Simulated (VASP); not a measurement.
# Adsorption sites of N on Ta(100), part 2 of 2

Where does N sit on Ta(100), and how strongly does it bind?

VASP 6.6.1, plane waves and PAW; the level of theory is named at each step.

So far. Step 6 (Relaxing the atoms): Energy at zero smearing: -16.62505 eV. Step 7 (Relaxing the adsorbate, site ontop): The run ended after 23 ionic steps, 0.651 eV below its first step, once the forces on the free atoms met EDIFFG = -0.03.

## 8. Potential and states with the adsorbate, site ontop

A static run like the clean slab's shows how the vacuum level shifts, by charge transfer, by any dipole of the adsorbate and by the slab's own rearrangement.

The input, INCAR:

```
SYSTEM = Ta16N
PREC = Normal
ENCUT = 440
EDIFF = 1E-06
NELM = 120
ISMEAR = 1
SIGMA = 0.15
LREAL = Auto
ALGO = Fast
GGA = PE
NBANDS = 59
LASPH = .TRUE.
LORBIT = 11
LWAVE = .FALSE.
LCHARG = .FALSE.
KPAR = 2
NCORE = 2
IDIPOL = 3
LDIPOL = .TRUE.
DIPOL = 0.5 0.5 0.511
LVHAR = .TRUE.
LVACPOTAV = .TRUE.
NEDOS = 1500
```

The input, POSCAR:

```
Ta16N
1.0
    6.6200000000      0.0000000000      0.0000000000
    0.0000000000      6.6200000000      0.0000000000
    0.0000000000      0.0000000000     19.9650000000
Ta N
16 1
Selective dynamics
Direct
    0.2500000000      0.2500000000      0.3756574000  F F F
    0.7500000000      0.2500000000      0.3756574000  F F F
    0.2500000000      0.7500000000      0.3756574000  F F F
    0.7500000000      0.7500000000      0.3756574000  F F F
    0.0000000000      0.0000000000      0.4585524700  F F F
    0.5000000000      0.0000000000      0.4585524700  F F F
    0.0000000000      0.5000000000      0.4585524700  F F F
    0.5000000000      0.5000000000      0.4585524700  F F F
    0.2507987030      0.2507987030      0.5401544881  T T T
    0.7492012970      0.2507987030      0.5401544881  T T T
    0.2507987030      0.7492012970      0.5401544881  T T T
    0.7492012970      0.7492012970      0.5401544881  T T T
    0.0000000000      0.0000000000      0.6310150442  T T T
    0.5000000000      0.0000000000      0.6174024973  T T T
    0.0000000000      0.5000000000      0.6174024973  T T T
    0.5000000000      0.5000000000      0.6114806277  T T T
    0.0000000000      0.0000000000      0.7195355741  T T T
```

The input, KPOINTS:

```
Automatic mesh
0
Gamma
4 4 1
0 0 0
```

Potentials, in the order of the species: Ta and N (PBE family, release 64).

Launch:

```sh
> mpirun -np 4 vasp_std
```

Elapsed: 1.8 min, on 4 MPI ranks of AMD EPYC 7R43, shared host; peak memory 1.1 GiB.

Numbers from this step:

- electronic cycles: 30
- free energy (TOTEN): -182.4349 eV
- Fermi energy: -0.8415 eV
- dipole moment: 0, 0, 0.3346 e·Å
- vacuum levels: 4.586, 3.203 eV
- work functions of the upper and lower face: 5.428, 4.045 eV

Zero at the Fermi level. Planar average of the electrostatic potential against height:

height (Å), planar average of the electrostatic potential (eV) and a bar from the least value:
```
      0.0       5.23 ##############################
      0.5       4.08 ###########################
      1.0       4.05 ###########################
      1.5       4.05 ###########################
      2.0       4.05 ###########################
      2.5       4.05 ###########################
      3.0       4.04 ###########################
      3.5       4.04 ###########################
      4.0       4.02 ###########################
      4.5       3.97 ##########################
      5.0       3.82 ##########################
      5.5       3.41 #########################
      6.0       2.26 ######################
      6.5      -0.73 ###############
      7.0      -4.74 #####
      7.5      -6.73 
      8.0      -6.03 ##
      8.5      -5.50 ###
      9.0      -6.31 #
      9.5      -6.20 #
     10.0      -5.74 ##
     10.5      -6.17 #
     11.0      -6.43 #
     11.5      -6.13 #
     12.0      -6.33 #
     12.5      -6.11 ##
     13.0      -3.43 ########
     13.5       0.73 ##################
     14.0       2.42 #######################
     14.5       3.01 ########################
     15.0       4.72 ############################
     15.5       5.28 ##############################
     16.0       5.40 ##############################
     16.5       5.42 ##############################
     17.0       5.43 ##############################
     17.5       5.43 ##############################
     18.0       5.43 ##############################
     18.5       5.43 ##############################
     19.0       5.43 ##############################
     19.5       5.43 ##############################
```

Density of states in the PAW spheres, an atom over height of the layer and energy from the Fermi level.

Ten even steps from '0' (0.00 states/eV) to '9' (2.87 states/eV), each cell a mean:
```
9325630
4223321
3232421
3344432
3454454
4544442
4334385
2222131
1332220
3333330
2322110
1221100
1221100
0000000
0110000
0000000
0000000
0000000
0000000
0000000
0000000
0000000
```
Columns: height of the layer (Å) from 7.5 to 14.4 (not evenly spaced); rows upwards: energy from the Fermi level (eV) from -7.9 to 0.5.

Force by atom:

| atom | x (eV/Å) | y (eV/Å) | z (eV/Å) | size |
| --- | --- | --- | --- | --- |
| Ta1 | -0.11 | -0.11 | 0.98 | 0.99 |
| Ta2 | 0.11 | -0.11 | 0.98 | 0.99 |
| Ta3 | -0.11 | 0.11 | 0.98 | 0.99 |
| Ta4 | 0.11 | 0.11 | 0.98 | 0.99 |
| Ta5 | 0.00 | 0.00 | -1.24 | 1.24 |
| Ta6 | 0.00 | 0.00 | -0.80 | 0.80 |
| Ta7 | 0.00 | 0.00 | -0.80 | 0.80 |
| Ta8 | 0.00 | 0.00 | -1.07 | 1.07 |
| Ta9 | 0.00 | 0.00 | 0.00 | 0.01 |
| Ta10 | 0.00 | 0.00 | 0.00 | 0.01 |
| Ta11 | 0.00 | 0.00 | 0.00 | 0.01 |
| Ta12 | 0.00 | 0.00 | 0.00 | 0.01 |
| Ta13 | 0.00 | 0.00 | 0.03 | 0.03 |
| Ta14 | 0.00 | 0.00 | 0.00 | 0.00 |
| Ta15 | 0.00 | 0.00 | 0.00 | 0.00 |
| Ta16 | 0.00 | 0.00 | -0.01 | 0.01 |
| N17 | 0.00 | 0.00 | 0.01 | 0.01 |

The map of layer states is cut here 0.5 eV above the Fermi level, so it leaves out the states above that.

At the end the adsorbate's closest contact with the slab is N-Ta at 1.77 Å, nearly straight above the slab's atom, and its lowest atom lies 1.77 Å above the highest atom of the slab.

The vacuum level lies 5.43 eV above the Fermi level at the upper face; the two faces differ by 1.38 eV, the step that the slab's dipole of 0.335 e·Å makes.

VASP counts the dipole in electrons times Å, so a positive number points the physical dipole along −c.

The program warns that it found no field-free vacuum at its default tolerance, so these levels carry more doubt.

On this mesh the fine structure of the density of states is sampling noise, and high empty states may be cut by the number of bands.

## 9. Relaxing the adsorbate, site hollow

The input, INCAR:

```
SYSTEM = Ta16N
PREC = Normal
ENCUT = 440
EDIFF = 1E-05
NELM = 120
ISMEAR = 1
SIGMA = 0.15
LREAL = Auto
ALGO = Fast
GGA = PE
NBANDS = 59
LASPH = .TRUE.
LORBIT = 11
LWAVE = .FALSE.
LCHARG = .FALSE.
KPAR = 2
NCORE = 2
IBRION = 2
NSW = 50
ISIF = 2
EDIFFG = -0.03
POTIM = 0.4
MAXMIX = 40
IDIPOL = 3
LDIPOL = .TRUE.
DIPOL = 0.5 0.5 0.508
```

The input, POSCAR:

```
Ta16N
1.0
    6.6200000000      0.0000000000      0.0000000000
    0.0000000000      6.6200000000      0.0000000000
    0.0000000000      0.0000000000     19.9650000000
Ta N
16 1
Selective dynamics
Direct
    0.2500000000      0.2500000000      0.3756574000  F F F
    0.7500000000      0.2500000000      0.3756574000  F F F
    0.2500000000      0.7500000000      0.3756574000  F F F
    0.7500000000      0.7500000000      0.3756574000  F F F
    0.0000000000      0.0000000000      0.4585524700  F F F
    0.5000000000      0.0000000000      0.4585524700  F F F
    0.0000000000      0.5000000000      0.4585524700  F F F
    0.5000000000      0.5000000000      0.4585524700  F F F
    0.2500000000      0.2500000000      0.5409348600  T T T
    0.7500000000      0.2500000000      0.5409348600  T T T
    0.2500000000      0.7500000000      0.5409348600  T T T
    0.7500000000      0.7500000000      0.5409348600  T T T
    0.0000000000      0.0000000000      0.6148456000  T T T
    0.5000000000      0.0000000000      0.6148456000  T T T
    0.0000000000      0.5000000000      0.6148456000  T T T
    0.5000000000      0.5000000000      0.6148456000  T T T
    0.2500000000      0.2500000000      0.6724464000  T T T
```

KPOINTS is that of step 8.

Launch:

```sh
> mpirun -np 4 vasp_std
```

Elapsed: 10 min, on 4 MPI ranks; peak memory 1.3 GiB.

Relaxation path:

| step | energy less that of the first step (eV) | largest force (eV/Å) |
| --- | --- | --- |
| 1 | 0.0000 | 4.0635 |
| 2 | -0.9862 | 3.3104 |
| 3 | -1.9681 | 1.7502 |
| 4 | -2.2177 | 0.6564 |
| 5 | -2.2342 | 0.5219 |
| 6 | -2.2686 | 0.1908 |
| 7 | -2.2700 | 0.3277 |
| 8 | -2.2818 | 0.1518 |
| 9 | -2.2827 | 0.2319 |
| 10 | -2.2880 | 0.1434 |
| 11 | -2.2886 | 0.1377 |
| 12 | -2.2912 | 0.0454 |
| 13 | -2.2916 | 0.0559 |
| 14 | -2.2916 | 0.0627 |
| 15 | -2.2918 | 0.0099 |

The atoms that moved most (Å):

| atom | dx | dy | dz | length |
| --- | --- | --- | --- | --- |
| N17 | 0.000 | 0.000 | -0.615 | 0.615 |
| Ta9 | 0.000 | 0.000 | -0.234 | 0.234 |
| Ta15 | 0.132 | -0.132 | 0.084 | 0.205 |
| Ta13 | 0.132 | 0.132 | 0.084 | 0.205 |
| Ta16 | -0.132 | -0.132 | 0.084 | 0.205 |
| Ta14 | -0.132 | 0.132 | 0.084 | 0.205 |
| Ta12 | 0.000 | 0.000 | 0.066 | 0.066 |
| Ta10 | 0.000 | 0.000 | 0.017 | 0.017 |

The relaxed structure:

```xyz
17
Lattice="6.6200 0.0000 0.0000 0.0000 6.6200 0.0000 0.0000 0.0000 19.9650" Properties=species:S:1:pos:R:3
Ta    1.6550    1.6550    7.5000
Ta    4.9650    1.6550    7.5000
Ta    1.6550    4.9650    7.5000
Ta    4.9650    4.9650    7.5000
Ta    0.0000    0.0000    9.1550
Ta    3.3100    0.0000    9.1550
Ta    0.0000    3.3100    9.1550
Ta    3.3100    3.3100    9.1550
Ta    1.6550    1.6550   10.5656
Ta    4.9650    1.6550   10.8168
Ta    1.6550    4.9650   10.8168
Ta    4.9650    4.9650   10.8659
Ta    0.1322    0.1322   12.3599
Ta    3.1778    0.1322   12.3599
Ta    0.1322    3.1778   12.3599
Ta    3.1778    3.1778   12.3599
N     1.6550    1.6550   12.8109
```

The run ended after 15 ionic steps, 2.292 eV below its first step, once the forces on the free atoms met EDIFFG = -0.03.

## 10. Potential and states with the adsorbate, site hollow

The input, INCAR:

```
SYSTEM = Ta16N
PREC = Normal
ENCUT = 440
EDIFF = 1E-06
NELM = 120
ISMEAR = 1
SIGMA = 0.15
LREAL = Auto
ALGO = Fast
GGA = PE
NBANDS = 59
LASPH = .TRUE.
LORBIT = 11
LWAVE = .FALSE.
LCHARG = .FALSE.
KPAR = 2
NCORE = 2
IDIPOL = 3
LDIPOL = .TRUE.
DIPOL = 0.5 0.5 0.507
LVHAR = .TRUE.
LVACPOTAV = .TRUE.
NEDOS = 1500
```

The input, POSCAR:

```
Ta16N
1.0
    6.6200000000      0.0000000000      0.0000000000
    0.0000000000      6.6200000000      0.0000000000
    0.0000000000      0.0000000000     19.9650000000
Ta N
16 1
Selective dynamics
Direct
    0.2500000000      0.2500000000      0.3756574000  F F F
    0.7500000000      0.2500000000      0.3756574000  F F F
    0.2500000000      0.7500000000      0.3756574000  F F F
    0.7500000000      0.7500000000      0.3756574000  F F F
    0.0000000000      0.0000000000      0.4585524700  F F F
    0.5000000000      0.0000000000      0.4585524700  F F F
    0.0000000000      0.5000000000      0.4585524700  F F F
    0.5000000000      0.5000000000      0.4585524700  F F F
    0.2500000000      0.2500000000      0.5292056750  T T T
    0.7500000000      0.2500000000      0.5417874684  T T T
    0.2500000000      0.7500000000      0.5417874684  T T T
    0.7500000000      0.7500000000      0.5442475182  T T T
    0.0199671254      0.0199671254      0.6190768165  T T T
    0.4800328746      0.0199671254      0.6190768165  T T T
    0.0199671254      0.4800328746      0.6190768165  T T T
    0.4800328746      0.4800328746      0.6190768165  T T T
    0.2500000000      0.2500000000      0.6416664451  T T T
```

KPOINTS is that of step 9.

Launch:

```sh
> mpirun -np 4 vasp_std
```

Wall time 1.9 min (4 MPI ranks); peak memory 1.1 GiB; 7.4 min of CPU time.

The map of layer states is cut here 0.5 eV above the Fermi level, so it leaves out the states above that.

At the end the adsorbate's closest contact with the slab is N-Ta at 2.20 Å, 2.15 Å to the side of the slab's atom, and its lowest atom lies 0.45 Å above the highest atom of the slab.

The vacuum level lies 3.62 eV above the Fermi level at the upper face; the two faces differ by 0.41 eV, the step that the slab's dipole of -0.099 e·Å makes.

VASP counts the dipole in electrons times Å, so a positive number points the physical dipole along −c.

The program found no field-free point at its default tolerance, but its printed level agrees with the flat part of the planar average.

On this mesh the fine structure of the density of states is sampling noise, and high empty states may be cut by the number of bands.

## 11. Relaxing the adsorbate, site bridge

The input, INCAR:

```
SYSTEM = Ta16N
PREC = Normal
ENCUT = 440
EDIFF = 1E-05
NELM = 120
ISMEAR = 1
SIGMA = 0.15
LREAL = Auto
ALGO = Fast
GGA = PE
NBANDS = 59
LASPH = .TRUE.
LORBIT = 11
LWAVE = .FALSE.
LCHARG = .FALSE.
KPAR = 2
NCORE = 2
IBRION = 2
NSW = 50
ISIF = 2
EDIFFG = -0.03
POTIM = 0.4
MAXMIX = 40
IDIPOL = 3
LDIPOL = .TRUE.
DIPOL = 0.5 0.5 0.509
```

The input, POSCAR:

```
Ta16N
1.0
    6.6200000000      0.0000000000      0.0000000000
    0.0000000000      6.6200000000      0.0000000000
    0.0000000000      0.0000000000     19.9650000000
Ta N
16 1
Selective dynamics
Direct
    0.2500000000      0.2500000000      0.3756574000  F F F
    0.7500000000      0.2500000000      0.3756574000  F F F
    0.2500000000      0.7500000000      0.3756574000  F F F
    0.7500000000      0.7500000000      0.3756574000  F F F
    0.0000000000      0.0000000000      0.4585524700  F F F
    0.5000000000      0.0000000000      0.4585524700  F F F
    0.0000000000      0.5000000000      0.4585524700  F F F
    0.5000000000      0.5000000000      0.4585524700  F F F
    0.2500000000      0.2500000000      0.5409348600  T T T
    0.7500000000      0.2500000000      0.5409348600  T T T
    0.2500000000      0.7500000000      0.5409348600  T T T
    0.7500000000      0.7500000000      0.5409348600  T T T
    0.0000000000      0.0000000000      0.6148456000  T T T
    0.5000000000      0.0000000000      0.6148456000  T T T
    0.0000000000      0.5000000000      0.6148456000  T T T
    0.5000000000      0.5000000000      0.6148456000  T T T
    0.2500000000      0.0000000000      0.6849683100  T T T
```

KPOINTS is that of step 10.

Launch:

```sh
> mpirun -np 4 vasp_std
```

It took 14 min on 4 MPI ranks; peak memory 1.5 GiB; 58 min of CPU time.

The run keeps the 4 symmetry operations of its start, so it cannot find a distortion of lower symmetry.

Relaxation path:

| step | energy less that of the first step (eV) | largest force (eV/Å) |
| --- | --- | --- |
| 1 | 0.0000 | 3.8573 |
| 2 | -1.1433 | 0.9147 |
| 3 | -1.1594 | 0.9896 |
| 4 | -1.2387 | 0.8559 |
| 5 | -1.3081 | 0.7059 |
| 6 | -1.3647 | 0.4949 |
| 7 | -1.3770 | 0.4552 |
| 8 | -1.3958 | 0.7143 |
| 9 | -1.3989 | 0.4396 |
| 10 | -1.4138 | 0.1937 |
| 11 | -1.4139 | 0.1779 |
| 12 | -1.4201 | 0.0761 |
| 13 | -1.4214 | 0.1143 |
| 14 | -1.4230 | 0.0909 |
| 15 | -1.4231 | 0.1024 |
| 16 | -1.4239 | 0.0712 |
| 17 | -1.4239 | 0.0369 |
| 18 | -1.4241 | 0.0111 |

The atoms that moved most (Å):

| atom | dx | dy | dz | length |
| --- | --- | --- | --- | --- |
| Ta13 | 0.163 | 0.000 | 0.299 | 0.341 |
| Ta14 | -0.163 | 0.000 | 0.299 | 0.341 |
| N17 | 0.000 | 0.000 | 0.106 | 0.106 |
| Ta15 | 0.057 | 0.000 | -0.068 | 0.088 |
| Ta16 | -0.057 | 0.000 | -0.068 | 0.088 |
| Ta9 | 0.000 | -0.018 | -0.060 | 0.062 |
| Ta11 | 0.000 | 0.018 | -0.060 | 0.062 |
| Ta10 | 0.000 | -0.010 | 0.033 | 0.034 |

The relaxed structure:

```xyz
17
Lattice="6.6200 0.0000 0.0000 0.0000 6.6200 0.0000 0.0000 0.0000 19.9650" Properties=species:S:1:pos:R:3
Ta    1.6550    1.6550    7.5000
Ta    4.9650    1.6550    7.5000
Ta    1.6550    4.9650    7.5000
Ta    4.9650    4.9650    7.5000
Ta    0.0000    0.0000    9.1550
Ta    3.3100    0.0000    9.1550
Ta    0.0000    3.3100    9.1550
Ta    3.3100    3.3100    9.1550
Ta    1.6550    1.6373   10.7400
Ta    4.9650    1.6448   10.8327
Ta    1.6550    4.9827   10.7400
Ta    4.9650    4.9752   10.8327
Ta    0.1631    0.0000   12.5749
Ta    3.1469    0.0000   12.5749
Ta    0.0566    3.3100   12.2076
Ta    3.2534    3.3100   12.2076
N     1.6550    0.0000   13.7815
```

The run ended after 18 ionic steps, 1.424 eV below its first step, once the forces on the free atoms met EDIFFG = -0.03.

## 12. Potential and states with the adsorbate, site bridge

The input, INCAR:

```
SYSTEM = Ta16N
PREC = Normal
ENCUT = 440
EDIFF = 1E-06
NELM = 120
ISMEAR = 1
SIGMA = 0.15
LREAL = Auto
ALGO = Fast
GGA = PE
NBANDS = 59
LASPH = .TRUE.
LORBIT = 11
LWAVE = .FALSE.
LCHARG = .FALSE.
KPAR = 2
NCORE = 2
IDIPOL = 3
LDIPOL = .TRUE.
DIPOL = 0.5 0.5 0.51
LVHAR = .TRUE.
LVACPOTAV = .TRUE.
NEDOS = 1500
```

The input, POSCAR:

```
Ta16N
1.0
    6.6200000000      0.0000000000      0.0000000000
    0.0000000000      6.6200000000      0.0000000000
    0.0000000000      0.0000000000     19.9650000000
Ta N
16 1
Selective dynamics
Direct
    0.2500000000      0.2500000000      0.3756574000  F F F
    0.7500000000      0.2500000000      0.3756574000  F F F
    0.2500000000      0.7500000000      0.3756574000  F F F
    0.7500000000      0.7500000000      0.3756574000  F F F
    0.0000000000      0.0000000000      0.4585524700  F F F
    0.5000000000      0.0000000000      0.4585524700  F F F
    0.0000000000      0.5000000000      0.4585524700  F F F
    0.5000000000      0.5000000000      0.4585524700  F F F
    0.2500000000      0.2473306056      0.5379416896  T T T
    0.7500000000      0.2484609747      0.5425836169  T T T
    0.2500000000      0.7526693944      0.5379416896  T T T
    0.7500000000      0.7515390253      0.5425836169  T T T
    0.0246418189      0.0000000000      0.6298454723  T T T
    0.4753581811      0.0000000000      0.6298454723  T T T
    0.0085551034      0.5000000000      0.6114509558  T T T
    0.4914448966      0.5000000000      0.6114509558  T T T
    0.2500000000      0.0000000000      0.6902829894  T T T
```

KPOINTS is that of step 11.

Launch:

```sh
> mpirun -np 4 vasp_std
```

The job ended after 2.9 min (4 MPI ranks; peak memory 1.2 GiB).

Zero at the Fermi level. Planar average of the electrostatic potential against height:

| height (Å) | planar average of the electrostatic potential (eV) |
| --- | --- |
| 0.0 | 4.38 |
| 0.5 | 4.06 |
| 1.0 | 4.05 |
| 1.5 | 4.05 |
| 2.0 | 4.05 |
| 2.5 | 4.05 |
| 3.0 | 4.05 |
| 3.5 | 4.04 |
| 4.0 | 4.03 |
| 4.5 | 3.97 |
| 5.0 | 3.83 |
| 5.5 | 3.41 |
| 6.0 | 2.27 |
| 6.5 | -0.723 |
| 7.0 | -4.71 |
| 7.5 | -6.69 |
| 8.0 | -5.99 |
| 8.5 | -5.47 |
| 9.0 | -6.29 |
| 9.5 | -6.19 |
| 10.0 | -5.70 |
| 10.5 | -6.11 |
| 11.0 | -6.37 |
| 11.5 | -5.97 |
| 12.0 | -6.19 |
| 12.5 | -6.17 |
| 13.0 | -3.74 |
| 13.5 | -0.915 |
| 14.0 | 1.51 |
| 14.5 | 3.69 |
| 15.0 | 4.25 |
| 15.5 | 4.39 |
| 16.0 | 4.42 |
| 16.5 | 4.43 |
| 17.0 | 4.43 |
| 17.5 | 4.43 |
| 18.0 | 4.43 |
| 18.5 | 4.43 |
| 19.0 | 4.43 |
| 19.5 | 4.43 |

The map of layer states is cut here 0.5 eV above the Fermi level, so it leaves out the states above that.

At the end the adsorbate's closest contact with the slab is N-Ta at 1.92 Å, 1.49 Å to the side of the slab's atom, and its lowest atom lies 1.21 Å above the highest atom of the slab.

The vacuum level lies 4.43 eV above the Fermi level at the upper face; the two faces differ by 0.38 eV, the step that the slab's dipole of 0.092 e·Å makes.

VASP counts the dipole in electrons times Å, so a positive number points the physical dipole along −c.

The program warns that it found no field-free vacuum at its default tolerance, so these levels carry more doubt.

On this mesh the fine structure of the density of states is sampling noise, and high empty states may be cut by the number of bands.

## 13. The sites side by side

This step: adsorption sites, PBE; plane waves and PAW (VASP 6.6.1).

Derived from the runs above.

The site's symmetry is kept, so a site may be a saddle point. All sites:

| site | adsorption energy (eV) | height over the top layer (Å) | shortest distance to the metal (Å) | bond in the molecule (Å) | change of the work function (eV) | sideways move (Å) |
| --- | --- | --- | --- | --- | --- | --- |
| ontop | 0.3775 | 2.001 | 1.767 | - | 1.647 | 0 |
| hollow | -3.407 | 0.451 | 2.2 | - | -0.1641 | 0 |
| bridge | -1.853 | 1.39 | 1.919 | - | 0.6507 | 0 |

Each adsorption energy is the energy with the adsorbate less the clean slab (-174.509 eV) and the reference (-8.313 eV, half of N2).

## 14. Results

| Property | Result |
| --- | --- |
| ontop start | 0.38 eV |
| hollow start | -3.41 eV |
| bridge start | -1.85 eV |

In words: Among the starts that kept their site, N is lowest at the hollow site of Ta(100), at -3.41 eV against half of N2; bridge lies 1.55 eV higher and ontop lies 3.78 eV higher. At that site the work function falls by 0.16 eV from 3.78 eV. Symmetry was kept, so any start that stayed on its site may sit on a saddle point. The slab is thin, and zero-point and thermal parts are left out.

[Lines on the potential files, build, host, timing and source positions are cut from VASP's logs without a mark.]

[Logs are printed without paths, hosts, clocks, repeated set-up lines and the standing remarks that a program may print on its own settings, such as how far it seeks lower states.]

[Hosts, paths, dates, database ids (printed as entryN), source tags and the programs' standing remarks are cut or masked in the printed files.]

[Runs that stopped without an error message from VASP are left out.]
